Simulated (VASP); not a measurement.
An input for Ansatz (written as the equivalent of a VASP run, and not itself run):

Ansatz 0.2 input:
```yaml
crystal:
  lattice:
    - [2.1200000, -3.6719480, 0.0000000]
    - [2.1200000, 3.6719480, 0.0000000]
    - [0.0000000, 0.0000000, 6.8600000]
  atoms:
    - { symbol: Cd, position: [0.0000000, 0.0000000, 0.0000000] }
    - { symbol: I, position: [0.3333330, 0.6666670, 0.2490000] }
    - { symbol: I, position: [0.6666670, 0.3333330, 0.7510000] }
kpoints:
  mp_grid: { grid: [6, 6, 3] }
hamiltonian:
  xc: pbe
  pseudopotentials: { kind: paw }
scf:
  occupations: { method: gaussian, width: 0.05 }
  max_iter: 100
output: { forces: true, stress: true, eigenvalues: true }
```

### Question
Translate this input to VASP (INCAR, KPOINTS, POSCAR, choice of POTCAR).

### Answer
Several could match; the one computed here: 
### KPOINTS
```
Automatic mesh
0
Gamma
6 6 3
0 0 0
```

**INCAR**
```
SYSTEM = CdI2
PREC = Accurate; ENCUT = 400; LREAL = .FALSE.
LASPH = .TRUE.
EDIFF = 1E-6; NELM = 100; ALGO = Normal
LMAXMIX = 4
ISMEAR = 0; SIGMA = 0.05
GGA = PE
ISIF = 2
LWAVE = .FALSE.; LCHARG = .FALSE.
```

### POSCAR
```
CdI2
4.240
  0.5000000000  -0.8660254717   0.0000000000
  0.5000000000   0.8660254717   0.0000000000
  0.0000000000   0.0000000000   1.6179245283
Cd I
1 2
Cart
  0.0000000000   0.0000000000   0.0000000000
  0.5000000000   0.2886757346   0.4028632075
  0.5000000000  -0.2886757346   1.2150613208
```

POTCAR, in this order: Cd I (PBE.64 set). Program: vasp_std.

Limits of the translation: each code has its own PAW files, so the cut-off isn't converted (ENCUT is set for VASP's; basis.ecutwfc is left out, and Ansatz then takes the one that its files recommend); Ansatz stops its SCF on the density residual and VASP on the energy change (EDIFF).

The compound is CdI2 in the 1T layered structure. The cell was not relaxed at this level.
